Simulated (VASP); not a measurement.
Calculation: revTPSS meta-GGA, VASP's PBE PAW potentials (set 64) (plane waves; VASP).

VASP input:

**POSCAR**
```
PbO
1
    4.0237899319     0.0000000000     0.0000000000
    0.0000000000     4.0237899319     0.0000000000
    0.0000000000     0.0000000000     5.0512301795
Pb O
2 2
Direct
  0.5000000000   0.0000000000   0.7642511241
  0.0000000000   0.5000000000   0.2357488759
  0.5000000000   0.5000000000   0.0000000000
  0.0000000000   0.0000000000   0.0000000000
```

KPOINTS_OPT:
```
k-points along high-symmetry lines
6
Line-mode
Reciprocal
  0.000000   0.000000   0.000000 ! GAMMA
  0.000000   0.500000   0.000000 ! X

  0.000000   0.500000   0.000000 ! X
  0.500000   0.500000   0.000000 ! M

  0.500000   0.500000   0.000000 ! M
  0.000000   0.000000   0.000000 ! GAMMA

  0.000000   0.000000   0.000000 ! GAMMA
  0.000000   0.000000   0.500000 ! Z

  0.000000   0.000000   0.500000 ! Z
  0.000000   0.500000   0.500000 ! R

  0.000000   0.500000   0.500000 ! R
  0.500000   0.500000   0.500000 ! A

  0.500000   0.500000   0.500000 ! A
  0.000000   0.000000   0.500000 ! Z

  0.000000   0.500000   0.000000 ! X
  0.000000   0.500000   0.500000 ! R

  0.500000   0.500000   0.000000 ! M
  0.500000   0.500000   0.500000 ! A
```

INCAR:
```
# general
SYSTEM  = PbO
PREC    = Accurate
ENCUT   = 520
LREAL   = F
LASPH   = T

# electronic loop
EDIFF   = 1E-7
NELM    = 100
ALGO    = Normal
LMAXMIX = 4
LMIXTAU = T

# smearing
ISMEAR  = -5

# functional
METAGGA = RTPSS

# ions
ISIF    = 2

# output
LWAVE   = F
LCHARG  = F
LORBIT  = 11
NEDOS   = 601

# other
LEFG    = T
```

**KPOINTS**
```
K-points
0
Gamma
 6 6 5
0 0 0
```

POTCAR, in this order: Pb_d O (PBE.64 set). Program: vasp_std.

The run wrote:

OSZICAR:
```
       N       E                     dE             d eps       ncg     rms          rms(c)
DAV:   1     0.529949053527E+03    0.52995E+03   -0.20424E+04  1440   0.202E+03
DAV:   2     0.131524355887E+03   -0.39842E+03   -0.39307E+03  1504   0.503E+02
DAV:   3     0.830058249281E+02   -0.48519E+02   -0.47850E+02  1912   0.188E+02
DAV:   4     0.812521844345E+02   -0.17536E+01   -0.17525E+01  1616   0.393E+01
DAV:   5     0.811957301221E+02   -0.56454E-01   -0.56449E-01  2056   0.691E+00    0.112E+01
DAV:   6     0.591197007126E+02   -0.22076E+02   -0.17788E+02  1440   0.121E+02    0.139E+01
DAV:   7     0.606476307742E+02    0.15279E+01   -0.57936E+00  1984   0.274E+01    0.115E+01
DAV:   8     0.575346282558E+02   -0.31130E+01   -0.93697E+01  2272   0.674E+01    0.172E+01
DAV:   9     0.631333371871E+02    0.55987E+01   -0.68124E+01  2328   0.507E+01    0.305E+00
DAV:  10     0.630603898465E+02   -0.72947E-01   -0.54026E+00  2128   0.167E+01    0.177E+00
DAV:  11     0.626666339558E+02   -0.39376E+00   -0.16423E+00  2080   0.788E+00    0.450E+00
DAV:  12     0.629785175438E+02    0.31188E+00   -0.67123E-01  2240   0.703E+00    0.229E+00
DAV:  13     0.630589190174E+02    0.80401E-01   -0.25139E-01  2200   0.447E+00    0.106E+00
DAV:  14     0.630315628890E+02   -0.27356E-01   -0.54662E-02  1800   0.186E+00    0.612E-01
DAV:  15     0.630382214455E+02    0.66586E-02   -0.43764E-02  2352   0.139E+00    0.838E-02
DAV:  16     0.630322776849E+02   -0.59438E-02   -0.21621E-02  2048   0.992E-01    0.282E-01
DAV:  17     0.630332915137E+02    0.10138E-02   -0.50000E-03  2064   0.609E-01    0.110E-01
DAV:  18     0.630333956541E+02    0.10414E-03   -0.25746E-03  2176   0.334E-01    0.211E-02
DAV:  19     0.630333604697E+02   -0.35184E-04   -0.15577E-04  1632   0.104E-01    0.268E-02
DAV:  20     0.630333711395E+02    0.10670E-04   -0.15205E-05  2144   0.391E-02    0.184E-02
DAV:  21     0.630333728588E+02    0.17193E-05   -0.30497E-05  2136   0.382E-02    0.335E-03
DAV:  22     0.630333711401E+02   -0.17187E-05   -0.30170E-06  2056   0.185E-02    0.660E-04
DAV:  23     0.630333708575E+02   -0.28263E-06   -0.15132E-07  1160   0.386E-03    0.484E-04
DAV:  24     0.630333708673E+02    0.98244E-08   -0.10025E-07  1056   0.281E-03
   1 F= 0.63033371E+02 E0= 0.63033371E+02  d E =0.000000E+00
       N       E                     dE             ncg
       N       E                     dE             ncg
```

**OUTCAR**
```
------------------------ aborting loop because EDIFF is reached ----------------------------------------
  FORCE on cell =-STRESS in cart. coord.  units (eV):
  Direction    XX          YY          ZZ          XY          YZ          ZX
  --------------------------------------------------------------------------------------
  Total        0.0198729      0.0198729      0.0647859      0.0000000      0.0000000      0.0000000
  in kB        0.3893174      0.3893174      1.2691812      0.0000000      0.0000000      0.0000000
  external PRESSURE =       0.6826053 kB  Pullay stress =       0.0000000 kB
  volume of cell :       81.78
      direct lattice vectors                 reciprocal lattice vectors
     4.023789932  0.000000000  0.000000000     0.248521920  0.000000000  0.000000000
     0.000000000  4.023789932  0.000000000     0.000000000  0.248521920  0.000000000
     0.000000000  0.000000000  5.051230180     0.000000000  0.000000000  0.197971576
 POSITION                                       TOTAL-FORCE (eV/Angst)
 -----------------------------------------------------------------------------------
      2.01189      0.00000      3.86041         0.000000     -0.000000      0.002718
      0.00000      2.01189      1.19082         0.000000      0.000000     -0.002718
      2.01189      2.01189      0.00000        -0.000000     -0.000000      0.000000
      0.00000      0.00000      0.00000         0.000000      0.000000      0.000000
 -----------------------------------------------------------------------------------
    total drift:                                0.000000      0.000000     -0.000000
  FREE ENERGIE OF THE ION-ELECTRON SYSTEM (eV)
  ---------------------------------------------------
  free  energy   TOTEN  =        63.0333708673 eV

  energy  without entropy=       63.0333708673  energy(sigma->0) =       63.03337087

 total charge

# of ion       s       p       d       tot
------------------------------------------
    1        1.377   0.605   9.856  11.837
    2        1.377   0.605   9.856  11.837
    3        1.566   3.369   0.000   4.935
    4        1.566   3.369   0.000   4.935
--------------------------------------------------
tot          5.886   7.948  19.711  33.545

 Electric field gradients after diagonalization (V/A^2)
 (convention: |V_zz| > |V_xx| > |V_yy|)
----------------------------------------------------------------------
 ion       V_xx      V_yy      V_zz     asymmetry (V_yy - V_xx)/ V_zz
----------------------------------------------------------------------
   1     116.324   116.324  -232.648       0.000
   2     116.324   116.324  -232.648       0.000
   3       1.872     1.872    -3.744       0.000
   4       1.872     1.872    -3.744       0.000
```
(Selected blocks of OUTCAR.)

Without a dispersion term in the relaxation, distances and binding between the weakly bound layers, chains or molecules are unreliable, and so is what depends on them.

The compound is PbO in the litharge structure. It was relaxed first.
